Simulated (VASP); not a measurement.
A convergence study with VASP on CdS (wurtzite): one setting is varied, all else stays as given below, so the limit is that of these other settings. Each run relaxes cell and ions from the cell shown. The basis is that of the starting cell, so low cut-offs carry a Pulay error.

```
CELL_PARAMETERS angstrom
      2.07000    -3.58534     0.00000
      2.07000     3.58534     0.00000
      0.00000     0.00000     6.72000
ATOMIC_POSITIONS crystal
  Cd 0.66667 0.33333 0.50000
  Cd 0.33333 0.66667 0.00000
  S  0.66667 0.33333 0.87700
  S  0.33333 0.66667 0.37700
```

Computed with LDA (Ceperley-Alder, Perdew-Zunger), VASP's LDA PAW potentials (set 64) (plane waves; VASP). The tightest run used: 700 eV cut-off, 5×5×3 Γ-centred mesh, Gaussian smearing of 0.050 eV, potentials Cd S.

Q: The settings run are ENCUT = 200; ENCUT = 250; ENCUT = 300; ENCUT = 350; ENCUT = 400; ENCUT = 450; ENCUT = 500; ENCUT = 600; ENCUT = 650; ENCUT = 700. From which on does the relaxed volume stay within 0.05 Å³/atom of the tightest run?

A: From ENCUT = 450 on: it is off by 0.037 there and by no more than 0.05 in any finer run, while ENCUT = 400 is off by 0.128.
```
setting      relaxed volume (Å³/atom)  E (eV/atom)  plane waves  difference judged (Å³/atom)
-----------  ------------------------  -----------  -----------  ---------------------------
ENCUT = 200                    20.047      -4.1966          648                        4.006
ENCUT = 250                    23.072      -3.7273          917                        0.981
ENCUT = 300                    24.016      -3.6999         1188                        0.037
ENCUT = 350                    23.889      -3.7026         1499                        0.164
ENCUT = 400                    23.925      -3.7030         1822                        0.128
ENCUT = 450                    24.016      -3.7021         2177                        0.037
ENCUT = 500                    24.049      -3.7018         2553                        0.004
ENCUT = 600                    24.037      -3.7020         3357                        0.016
ENCUT = 650                    24.044      -3.7019         3789                        0.009
ENCUT = 700                    24.053      -3.7018         4211                        0.000
```

Left out are rungs that failed or repeat a setting and relaxations that didn't move; long series are thinned to 24 rows.

The compound is CdS in the wurtzite structure.
